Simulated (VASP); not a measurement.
Given:

```
CELL_PARAMETERS angstrom
      4.08781     0.00000     0.00000
      0.00000     4.08781     0.00000
      0.00000     0.00000     4.08781
ATOMIC_POSITIONS crystal
  Sc 0.00000 0.00000 0.00000
  Al 0.50000 0.00000 0.50000
  Al 0.00000 0.50000 0.50000
  Al 0.50000 0.50000 0.00000
```

All values below come from PBE GGA, VASP's PBE PAW potentials (set 64) (plane waves; VASP 6.6.1). Settings: 300 eV cut-off, 7×7×7 Γ-centred mesh, first-order Methfessel-Paxton smearing of 0.050 eV, potentials Sc_sv Al.

At this cut-off the stress carries a Pulay error, which pulls relaxed volumes low.

**Question.** The ions, cell shape and volume are relaxed. Give the cell that the relaxation ends in.

**Answer.** 
```
CELL_PARAMETERS angstrom
      4.10179     0.00000     0.00000
      0.00000     4.10179     0.00000
      0.00000     0.00000     4.10179
ATOMIC_POSITIONS crystal
  Sc 0.00000 0.00000 0.00000
  Al 0.50000 0.00000 0.50000
  Al 0.00000 0.50000 0.50000
  Al 0.50000 0.50000 0.00000
```
Space group Pm-3m (221), at a tolerance of 0.03 Å.

**Question.** How do energy and volume change from the first to the last step?

**Answer.** The energy (σ→0) changes by -0.5 meV/atom and the volume by +1.0 %, in 3 ionic steps.

The structure comes from a computed database's ScAl3 entry; how it stands against other phases isn't given here. This run relaxes it. Symmetry was kept, so distortions that lower it aren't found. The run is one of a series of settings (EDIFFG = -0.01, IBRION = 2, ISIF = 3, NSW = 50 against the base run), some of them coarse on purpose.
